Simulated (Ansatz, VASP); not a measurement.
**Cross-check of SiTeS (1T-SiSTe monolayer) between VASP and Ansatz**

Wanted: the spread between two codes on one cell, functional and k mesh. The cell is taken from a series of runs on this material, whose earlier steps may have relaxed, scaled, displaced or heated it; both programs get it as it stands.

Calculated with Ansatz 0.2.0; plane waves, with VASP 6.6.1 beside it; single point at LDA and single point at PBE, spin-orbit coupling.

### Step 1. Set-up

The cell holds 3 atoms: 1 Te, 1 Si and 1 S. Cell: a = 3.459 Å, b = 3.459 Å, c = 20.988 Å, α = 90.0°, β = 90.0°, γ = 120.0°. Vacuum lies along c.

### Step 2. Ansatz: single point, LDA

Ansatz runs on its default PAW (the set named soft_2) files.

A single point gives forces, pressure and levels at one fixed geometry, so differences don't come from the geometry; what else differs is listed under the comparison.

input.yaml

```yaml
crystal:
  lattice:
    - [3.4591095535, 0.0, 0.0]
    - [-1.7295547768, 2.9956767478, 0.0]
    - [0.0, 0.0, 20.9882734852]
  atoms:
    - { symbol: Te, position: [0.6666666667, 0.3333333333, 0.4288108789] }
    - { symbol: Si, position: [0.0, 0.0, 0.5126055726] }
    - { symbol: S, position: [0.3333333333, 0.6666666667, 0.5711891211] }
kpoints:
  mp_grid: { grid: [18, 18, 1] }
  band_path:
    path: [[0, 0, 0], [0.5, 0, 0], [0.33333333, 0.33333333, 0], [0, 0, 0]]
    npoints: 16
hamiltonian:
  xc: lda
scf:
  occupations: { method: fermi_dirac, width: 0.02585 }
  convergence: { dr2_threshold: 1.0e-10 }
efield:
  axis: 3
  dipole_correction: true
  ramp_position: 0.97
  ramp_width: 0.06
  amplitude: 0
output:
  dos: { projected: true, e_range: [-6, 5] }
  bader: true
  write_potential: true
  write_density: true
  volumetric_format: npy
  elf: true
```

Command:

```bash
$ ansatz run input.yaml --threads 2 --pin off --max-ram 3072MiB --backend cpu --events-out ev --progress --plain --runs-dir out
```

Numbers of over 12 decimals in the logs are rounded to 6 here.

The program printed:

```text
Engine: ansatz 0.2.0, aarch64-unknown-linux-gnu
Pseudopotentials: kind: paw
Pseudopotential: Te, paw, valence charge 16, recommended cutoff 420 eV (normal), Te.paw.azcp
Pseudopotential: Si, paw, valence charge 4, recommended cutoff 420 eV (normal), Si.paw.azcp
Pseudopotential: S, paw, valence charge 6, recommended cutoff 420 eV (normal), S.paw.azcp
Functional definition: SPW92
  exchange = slater_x
  correlation = pw_c
Crystal: 3 atoms, lattice volume = 217.488 Å³
Basis set: ecut = 420 eV, 4253 PW (Γ)
Bands: 17, of which v1, the nominal top of the filled ones, is band 13 counted from 1 (12 counted from 0)
Symmetry: 6 space group operations
Space group: P3m1 (ITA 156), of the structure as read, at distance tolerance 6.0e-5 Å
k-points: 37 of 324 (time reversal used)
Non-local potential: Te, projectors of the file, l = 0: 2, l = 1: 2, l = 2: 2, l = 3: 2
Non-local potential: Si, projectors of the file, l = 0: 2, l = 1: 2, l = 2: 2
Non-local potential: S, projectors of the file, l = 0: 2, l = 1: 2, l = 2: 2
PAW form: soft (Blöchl's): semilocal exchange-correlation on the pseudo side does not see the compensation charge
PAW frozen core: Te, regenerated for the run's functional, and the local potential with it (the file was generated under x = pbe(κ = 0.804, μ = 0.219515), c = pbe(β = 0.066725))
PAW frozen core: Si, regenerated for the run's functional, and the local potential with it (the file was generated under x = pbe(κ = 0.804, μ = 0.219515), c = pbe(β = 0.066725))
PAW frozen core: S, regenerated for the run's functional, and the local potential with it (the file was generated under x = pbe(κ = 0.804, μ = 0.219515), c = pbe(β = 0.066725))
PAW one-centre angular grid: Te, 590 points (default); XC on 64 Gauss nodes
PAW one-centre angular grid: Si, 110 points (default); XC on 64 Gauss nodes
PAW one-centre angular grid: S, 110 points (default); XC on 64 Gauss nodes
Initial density: superposition of atomic densities (neutral atoms: chi_scale 0, normalization atom), corrected by the library's trained network
Initial wavefunctions: pseudopotential atomic-orbital guess
Functional: x = slater, c = lda
SCF iter   1: F=—  HF=-8305.810380 eV  |F-HF|=—  |Δ(HF+E_count)|=         —  Δρ=3.23e-3  dr2=3.62e-2  ethr=1.77e-3  p=-0.055 e·Å  D=-4.62e-2 V/Å  ΔV_dip=0.97 eV  dr2_dipole=6.59e-3  V_vac-E_F(+/−)=5.19/4.22 eV  ⟨swp⟩=10.5  Hψ=4900  notcnv=0
efield: sawtooth ramp at fractional position 0.9700 (set: `efield.ramp_position`, or a place that a band, a saddle search or an elastic batch's reference lends), width 0.0600; the density the first Hamiltonian is built on has a dipole p = -0.055 e·Å; the dipole correction subtracts the counter field D = -4.62e-2 V/Å, which shifts the + side's vacuum level by +0.97 eV against the − side's; the planar-averaged density in the ramp window peaks in size at 9.7e-6 e/Å³
preconditioner: auto → LDOS  [metal: Δε(μ)=0.068 eV  Ē_g=9.540 eV  σ=0.026 eV  W_gap=0.45  n_scr=12 (ndim 8)  ℏωp=10.1 eV  f_vac=0.668  D(μ)=0.86/eV (n_scr^D=4)  β→1.0]
SCF iter   2: F=—  HF=-8305.807481 eV  |F-HF|=—  |Δ(HF+E_count)|=   2.90e-3  Δρ=1.04e-3  dr2=1.19e-2  ethr=1.39e-4  p=-0.026 e·Å  D=-2.19e-2 V/Å  ΔV_dip=0.46 eV  dr2_dipole=3.14e-3  V_vac-E_F(+/−)=5.07/4.61 eV  ⟨swp⟩=3.4  Hψ=1426  notcnv=0
SCF iter   3: F=—  HF=-8305.805819 eV  |F-HF|=—  |Δ(HF+E_count)|=   1.66e-3  Δρ=3.57e-4  dr2=8.02e-4  ethr=4.59e-5  p=-0.039 e·Å  D=-3.23e-2 V/Å  ΔV_dip=0.68 eV  dr2_dipole=1.46e-4  V_vac-E_F(+/−)=5.13/4.45 eV  ⟨swp⟩=3.4  Hψ=1074  notcnv=0
SCF iter   4: F=—  HF=-8305.805691 eV  |F-HF|=—  |Δ(HF+E_count)|=   1.28e-4  Δρ=9.02e-5  dr2=2.65e-5  ethr=3.09e-6  p=-0.036 e·Å  D=-3.03e-2 V/Å  ΔV_dip=0.64 eV  dr2_dipole=2.04e-6  V_vac-E_F(+/−)=5.13/4.49 eV  ⟨swp⟩=2.2  Hψ=1104  notcnv=0
SCF iter   5: F=—  HF=-8305.805686 eV  |F-HF|=—  |Δ(HF+E_count)|=   5.65e-6  Δρ=1.65e-5  dr2=6.36e-7  ethr=1.02e-7  p=-0.037 e·Å  D=-3.04e-2 V/Å  ΔV_dip=0.64 eV  dr2_dipole=4.02e-9  V_vac-E_F(+/−)=5.13/4.49 eV  ⟨swp⟩=2.3  Hψ=1083  notcnv=0
SCF iter   6: F=—  HF=-8305.805713 eV  |F-HF|=—  |Δ(HF+E_count)|=   2.76e-5  Δρ=4.74e-6  dr2=8.68e-8  ethr=2.45e-9  p=-0.036 e·Å  D=-3.04e-2 V/Å  ΔV_dip=0.64 eV  dr2_dipole=6.59e-9  V_vac-E_F(+/−)=5.13/4.49 eV  ⟨swp⟩=2.1  Hψ=1034  notcnv=0
SCF iter   7: F=—  HF=-8305.805713 eV  |F-HF|=—  |Δ(HF+E_count)|=   3.19e-8  Δρ=1.19e-6  dr2=9.68e-9  ethr=3.34e-10  p=-0.037 e·Å  D=-3.04e-2 V/Å  ΔV_dip=0.64 eV  dr2_dipole=1.68e-9  V_vac-E_F(+/−)=5.13/4.49 eV  ⟨swp⟩=2.0  Hψ=839  notcnv=0
SCF iter   8: F=—  HF=-8305.805713 eV  |F-HF|=—  |Δ(HF+E_count)|=  1.91e-10  Δρ=4.52e-7  dr2=8.33e-10  ethr=3.72e-11  p=-0.037 e·Å  D=-3.04e-2 V/Å  ΔV_dip=0.64 eV  dr2_dipole=7.09e-13  V_vac-E_F(+/−)=5.13/4.49 eV  ⟨swp⟩=2.1  Hψ=904  notcnv=0
SCF iter   9: F=-8305.805713 eV  HF=-8305.805713 eV  |F-HF|=7.28e-12  |Δ(HF+E_count)|=  1.86e-10  Δρ=7.39e-8  dr2=1.49e-11  ethr=1.00e-12  p=-0.037 e·Å  D=-3.04e-2 V/Å  ΔV_dip=0.64 eV  dr2_dipole=3.31e-14  V_vac-E_F(+/−)=5.13/4.49 eV  ⟨swp⟩=4.4  Hψ=1980  notcnv=0
SCF 1 converged in 9 iterations: F = -8305.805713 eV  dr2 = 1.49e-11
  greatest PAW one-centre occupation: 0.999 electrons in one spin orbital (limit 2), on the Te atom at site 0 (counted from 0), in its partial waves of l = 2
NSCF: frozen V_eff on 49 k-points
efield: sawtooth ramp at fractional position 0.9700 (kept from the solve that this one continues, or follows in the run), width 0.0600; the density the first Hamiltonian is built on has a dipole p = -0.037 e·Å; the dipole correction subtracts the counter field D = -3.04e-2 V/Å, which shifts the + side's vacuum level by +0.64 eV against the − side's; the planar-averaged density in the ramp window peaks in size at 3.2e-6 e/Å³
WARN: The output density's exchange-correlation potential varies sharply where the density is thin. Do not read a vacuum level from v_tot or v_xc, or from such a field of the output density. On a cell that repeats whose density bears no net charge and no dipole along the vacuum's axis use v_es (v_loc + v_h of the components); under efield.dipole_correction with no amplitude use v_es + v_field, which holds any externa [...]
SCF converged after 9 iterations
Free energy (F): -8305.805713 eV
Harris-Foulkes:  -8305.805713 eV  (|F-HF|=7.28e-12)
Internal energy: -8305.803653 eV  (E = F + TS)
E sigma→0 (E₀):  -8305.804683 eV
Entropy (-TS):   -0.002060 eV (-0.687 meV/atom)
Fermi energy:    -0.683279 eV
Dipole field:    D = -0.030374 V/Å  (p = -0.036507 e·Å, saw-weighted, corrected)
Work function:   Φ+ = 5.1292 eV   Φ− = 4.4917 eV
Levels:          The Fermi level and band energies are counted from a zero that moves with the ramp; work functions are not
--- Per-component energies (eV) ---
  E_band       = -489.189530
  E_kinetic    = 332.818273
  E_local      = -13738.815373  (includes V_loc(G=0)·N_el)
  E_nonlocal   = -249.638307
  E_hartree    = 6899.603737
  E_xc         = -276.316194
  E_vxc        = -241.616338  (∫ρ·V_xc dr)
  E_paw        = -5564.633094  (= ΣΔE_a)
  E_vpaw       = -390.724625  (= ΣTr[D̂ρ^β])
  E_aug_tail   = -0.000173  (compensation charges beyond the density's cutoff)
  E_efield     = 0.000554  (sawtooth field / dipole correction)
  E_vefield    = -0.420571  (∫n·V_field dr)
  E_ewald      = 4290.260735
  E_core_change = 0.916189  (= ΣΔE_core)
  E_smearing   = -0.002060  (= −TS)
  E_closure    = 0.000000  (closes the sum)
  Σ components = -8305.805713   (vs F -8305.805713, Δ=0.00e0)
--- Band table (eV; the first three rows and the last of 37) ---
  k-point 0: bands = [... 9 lower, -3.2566, -3.2566, -0.1529, -0.1529, 0.2896, 2.5378, 2.8087, 2.8087]
  k-point 1: bands = [... 9 lower, -3.4440, -3.3316, -0.5651, -0.1833, 0.5663, 2.5655, 2.7516, 2.8617]
  k-point 2: bands = [... 9 lower, -3.5305, -3.3826, -1.4221, -0.2928, 0.9733, 2.3302, 2.9746, 3.0381]
  k-point 36: bands = [... 9 lower, -6.1034, -6.0966, -3.3354, -2.6306, -0.2475, 3.0479, 3.8566, 4.2996]
--- Bader charges: 3 sites ---
  site symbol  charge [e]  shift [e]
     0     Te     -0.3190     0.0014
     1     Si      1.3473     0.0080
     2      S     -1.0283     0.0094
  estimated error of the sums over rays = 4.6e-4 e
```

### Step 3. VASP: single point, LDA

The same cell, functional (in two slightly different forms), mesh and smearing now go to VASP, with its own data sets.

Lines of VASP's logs that name or quote its potential files are left out, and so is its time.

INCAR

```
SYSTEM = SiTeS
PREC = Accurate
ENCUT = 400
EDIFF = 1E-06
NELM = 120
ISMEAR = -1
SIGMA = 0.02585
LREAL = .FALSE.
ALGO = Normal
GGA = PW92
NBANDS = 14
LORBIT = 11
LWAVE = .FALSE.
LCHARG = .FALSE.
ISIF = 2
LDIPOL = .TRUE.
IDIPOL = 3
DIPOL = 0.5 0.5 0.504
LVHAR = .TRUE.
LASPH = .TRUE.
GGA_COMPAT = .FALSE.
NELMDL = -8
KPAR = 2
```

POSCAR

```
SiTeS
1.0
    3.4591095535      0.0000000000      0.0000000000
   -1.7295547768      2.9956767478      0.0000000000
    0.0000000000      0.0000000000     20.9882734852
Te Si S
1 1 1
Direct
    0.6666666667      0.3333333333      0.4288108789
    0.0000000000      1.0000000000      0.5126055726
    0.3333333334      0.6666666666      0.5711891211
```

KPOINTS

```
Automatic mesh
0
Gamma
18 18 1
0 0 0
```

The projector-augmented-wave data sets are Te, Si and S (LDA family, release 64).

Command:

```bash
$ mpirun -np 2 vasp_std
```

The program printed:

```text
[banner, memory and clock lines left out]
running    2 mpi-ranks, on    1 nodes
 distrk:  each k-point on    1 cores,    2 groups
 distr:  one band on    1 cores,    1 groups

 POSCAR found type information on POSCAR TeSiS
 POSCAR found :  3 types and       3 ions
|                                                                             |
|               ----> ADVICE to this user running VASP <----                  |
|                                                                             |
|     You enforced a specific xc type in the INCAR file but a different       |
|     [... a line on the potential file left out ...]
|     I HOPE YOU KNOW WHAT YOU ARE DOING!                                     |
|                                                                             |

 LDA part: xc-table for (Slater(with rela. corr.)+PW92), standard interpolation
 POSCAR, INCAR and KPOINTS ok, starting setup
 FFT: planning ... GRIDC
 FFT: planning ... GRID_SOFT
 FFT: planning ... GRID
 WAVECAR not read
 entering main loop
       N       E                     dE             d eps       ncg     rms          rms(c)
DAV:   1     0.964513605976E+02    0.96451E+02   -0.43414E+03  1036   0.659E+02
DAV:   2    -0.491928991484E+01   -0.10137E+03   -0.94352E+02  1714   0.138E+02
DAV:   3    -0.148151880273E+02   -0.98959E+01   -0.97216E+01  1404   0.518E+01
DAV:   4    -0.150947358118E+02   -0.27955E+00   -0.27905E+00  1414   0.107E+01
DAV:   5    -0.151035536266E+02   -0.88178E-02   -0.88170E-02  1602   0.194E+00
DAV:   6    -0.151038291383E+02   -0.27551E-03   -0.27551E-03  1494   0.296E-01
DAV:   7    -0.151038324960E+02   -0.33577E-05   -0.33577E-05  1608   0.318E-02
DAV:   8    -0.151038325946E+02   -0.98622E-07   -0.98588E-07  1156   0.453E-03    0.109E+01
DAV:   9    -0.149068464818E+02    0.19699E+00   -0.20420E-01  1354   0.410E+00    0.641E+00
DAV:  10    -0.148883435460E+02    0.18503E-01   -0.32779E-01  1372   0.437E+00    0.129E+00
DAV:  11    -0.148620232570E+02    0.26320E-01   -0.65145E-02  1408   0.240E+00    0.432E-01
DAV:  12    -0.148605602254E+02    0.14630E-02   -0.11110E-02  1420   0.666E-01    0.288E-01
DAV:  13    -0.148605510829E+02    0.91425E-05   -0.17427E-03  1390   0.271E-01    0.206E-01
DAV:  14    -0.148606811260E+02   -0.13004E-03   -0.21997E-04  1444   0.935E-02    0.108E-01
[...]
DAV:  18    -0.148614040438E+02   -0.16284E-03   -0.24938E-05  1348   0.184E-02    0.116E-02
DAV:  19    -0.148615096356E+02   -0.10559E-03   -0.96079E-06  1306   0.122E-02    0.590E-03
DAV:  20    -0.148615216014E+02   -0.11966E-04   -0.63595E-07  1154   0.489E-03    0.256E-03
DAV:  21    -0.148615463245E+02   -0.24723E-04   -0.75724E-07  1122   0.306E-03    0.161E-03
DAV:  22    -0.148615535998E+02   -0.72753E-05   -0.21924E-07  1072   0.167E-03    0.987E-04
DAV:  23    -0.148615558361E+02   -0.22363E-05   -0.25476E-07  1020   0.183E-03    0.798E-04
DAV:  24    -0.148615573382E+02   -0.15021E-05   -0.68185E-08  1094   0.103E-03    0.314E-04
DAV:  25    -0.148615576589E+02   -0.32069E-06   -0.90045E-09  1112   0.411E-04
   1 F= -.14861558E+02 E0= -.14860534E+02  d E =-.204696E-02
```

From OUTCAR (step 3):

```text
ion  position               nearest neighbor table
   1  0.667  0.333  0.429-   2 2.66   2 2.66   2 2.66
   2  0.000  0.000  0.513-   3 2.35   3 2.35   3 2.35   1 2.66   1 2.66   1 2.66
   3  0.333  0.667  0.571-   2 2.35   2 2.35   2 2.35

  LATTYP: Found a hexagonal cell.
 ALAT       =     3.4591095535
 C/A-ratio  =     6.0675365034

 Subroutine GETGRP returns: Found  6 space group operations
 (whereof  6 operations were pure point group operations)

The static configuration has the point symmetry C_3v.

 Found     37 irreducible k-points:

   k-points           NKPTS =     37   k-points in BZ     NKDIM =     37   number of bands    NBANDS=     14

   dimension x,y,z NGX =    24 NGY =   24 NGZ =  140
   dimension x,y,z NGXF=    48 NGYF=   48 NGZF=  280

   ENCUT  =  400.0 eV  29.40 Ry    5.42 a.u.   5.64  5.64 34.23*2*pi/ulx,y,z

   NELECT =      16.0000    total number of electrons

 k-points in reciprocal lattice and weights: Automatic mesh
   0.00000000  0.00000000  0.00000000       0.003
   0.05555556  0.00000000  0.00000000       0.019
   0.11111111  0.00000000  0.00000000       0.019
   0.16666667  0.00000000  0.00000000       0.019
   0.22222222  0.00000000  0.00000000       0.019
   0.27777778  0.00000000  0.00000000       0.019
   0.33333333  0.00000000  0.00000000       0.019
   0.38888889  0.00000000  0.00000000       0.019
   0.44444444  0.00000000  0.00000000       0.019
[...]
0.33333333  0.27777778  0.00000000       0.037
   0.33333333  0.33333333  0.00000000       0.006

 dipolmoment           0.000000      0.000000      0.035384 electrons x Angstroem

 average (electrostatic) potential at core
       1 -96.5737       2 -93.5401       3 -94.0260

 E-fermi :  -1.2230

 k-point     1 :       0.0000    0.0000    0.0000
  band No.  band energies     occupation
    ...
      2     -14.4247      2.00000
      3      -8.2383      2.00000
      4      -4.0301      2.00000
      5      -3.8029      2.00000
      6      -3.8029      2.00000
      7      -0.6952      0.00000
      8      -0.6952      0.00000
      9      -0.2311      0.00000
     10       2.0082      0.00000
     11       2.2739      0.00000
    ...

 k-point     2 :       0.0556    0.0000    0.0000
  band No.  band energies     occupation
    ...
      2     -14.3863      2.00000
      3      -8.2149      2.00000
      4      -4.1212      2.00000
      5      -3.9927      2.00000
      6      -3.8780      2.00000
      7      -1.1061      0.02146
      8      -0.7255      0.00000
      9       0.0431      0.00000
     10       2.0330      0.00000
     11       2.2165      0.00000
    ...

 k-point     3 :       0.1111    0.0000    0.0000
  band No.  band energies     occupation
    ...
      3      -8.1545      2.00000
      4      -4.8184      2.00000
      5      -4.0773      2.00000
      6      -3.9312      2.00000
      7      -1.9628      2.00000
      8      -0.8348      0.00000
      9       0.4462      0.00000
     10       1.7950      0.00000
     11       2.4378      0.00000
     12       2.5024      0.00000
    ...

  Total       -0.0265264     -0.0265264      0.0077023      0.0000000      0.0000000      0.0000000
  in kB       -0.1954130     -0.1954130      0.0567407      0.0000000      0.0000000      0.0000000
  external PRESSURE =      -0.1113618 kB  Pullay stress =       0.0000000 kB

  energy-cutoff  :      400.00
  volume of cell :      217.49
      direct lattice vectors                 reciprocal lattice vectors
     3.459109553  0.000000000  0.000000000     0.289091740  0.166907194  0.000000000
    -1.729554777  2.995676748  0.000000000     0.000000000  0.333814388  0.000000000
     0.000000000  0.000000000 20.988273485     0.000000000  0.000000000  0.047645653

 POSITION                                       TOTAL-FORCE (eV/Angst)
 -----------------------------------------------------------------------------------
      1.72955      0.99856      9.00000        -0.000000      0.000000     -0.020865
      0.00000      0.00000     10.75871         0.000000     -0.000000      0.032668
      0.00000      1.99712     11.98827         0.000000     -0.000000     -0.011803
 -----------------------------------------------------------------------------------
    total drift:                               -0.000000      0.000000     -0.000272

  FREE ENERGIE OF THE ION-ELECTRON SYSTEM (eV)
  ---------------------------------------------------
  free  energy   TOTEN  =       -14.8615576589 eV

  energy  without entropy=      -14.8595107019  energy(sigma->0) =      -14.86053418

 vacuum level on the upper side and lower side of the slab         3.888         3.270

 total charge
# of ion       s       p       d       tot
------------------------------------------
    1        1.409   1.972   0.061   3.443
    2        0.755   0.751   0.000   1.506
    3        1.355   2.332   0.000   3.687
--------------------------------------------------
tot          3.520   5.055   0.061   8.636

[... 3 further parts left out ...]
```

### Step 4. Comparison

Known differences besides the potentials themselves: the data sets hold 26 valence electrons in Ansatz (on its default PAW (the set named soft_2) files) and 16 in VASP; the cutoff is 420 eV in Ansatz and 400 eV in VASP; VASP's log shows a relativistic correction to its local exchange, Ansatz's none. Total energies have different zeros and are not compared.

Compared:

```
                                   quantity  Ansatz  VASP  difference
 work function, lower of the two faces (eV)    4.49  4.49        0.00
work function, higher of the two faces (eV)    5.13  5.11       +0.02
```

With vacuum in the cell, a pressure given here is an average over mostly empty space and none of the material.

[end of part 1 of 2]

[Lines on the potential files, build, host, timing and source positions are cut from VASP's logs without a mark.]

[Logs are printed without paths, hosts, clocks, repeated set-up lines and the standing remarks that a program may print on its own settings, such as how far it seeks lower states.]

[Hosts, paths, dates, database ids (printed as entryN), source tags and the programs' standing remarks are cut or masked in the printed files.]
